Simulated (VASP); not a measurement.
An input for Quantum ESPRESSO's pw.x (written as the equivalent of a VASP run, and not itself run):

```
&CONTROL
  calculation = 'scf'
  pseudo_dir = './pseudo'
  outdir = './out'
  tprnfor = .true.
  tstress = .true.
/
&SYSTEM
  ibrav = 0
  nat = 2
  ntyp = 2
  ecutwfc = 84
  occupations = 'smearing'
  smearing = 'fermi-dirac'
  degauss = 0.00735
  input_dft = 'pbesol'
/
&ELECTRONS
  conv_thr = 7.3e-08
  electron_maxstep = 100
/
ATOMIC_SPECIES
  Ti 47.867 Ti.upf
  Al 26.982 Al.upf
CELL_PARAMETERS angstrom
     2.8300000    0.0000000    0.0000000
     0.0000000    2.8300000    0.0000000
     0.0000000    0.0000000    4.0700000
ATOMIC_POSITIONS crystal
  Ti   0.0000000  0.0000000  0.0000000
  Al   0.5000000  0.5000000  0.5000000
K_POINTS automatic
  9 9 7 0 0 0
```

Task: Write the VASP files for the same calculation (PBEsol).

Result: This is not unique; one that fits is 
### POSCAR
```
TiAl
1.0
  2.8300000000   0.0000000000   0.0000000000
  0.0000000000   2.8300000000   0.0000000000
  0.0000000000   0.0000000000   4.0700000000
Ti Al
1 1
Cart
  0.0000000000   0.0000000000   0.0000000000
  1.4150000000   1.4150000000   2.0350000000
```

### INCAR
```
! general
SYSTEM  = TiAl
PREC    = Accurate
ENCUT   = 300
LREAL   = .FALSE.
LASPH   = .TRUE.

! electronic loop
EDIFF   = 1E-6
NELM    = 100
ALGO    = Normal
LMAXMIX = 4

! smearing
ISMEAR  = -1
SIGMA   = 0.1

! functional
GGA     = PS

! ions
ISIF    = 2

! output
LWAVE   = .FALSE.
LCHARG  = .FALSE.
```

### KPOINTS
```
Automatic mesh
0
gamma
  9 9 7
0 0 0
```

POTCAR, in this order: Ti_sv Al (PBE.64 set). Program: vasp_std.

What does not carry over: the potentials are each code's own (VASP's PAW set, PseudoDojo norm-conserving files in pw.x), so ENCUT and ecutwfc are chosen apart and not converted; conv_thr bounds pw.x's estimated SCF error, while EDIFF bounds the energy change between steps.

The structure is a typed TiAl crystal (P4/mmm). The cell was not relaxed at this level.
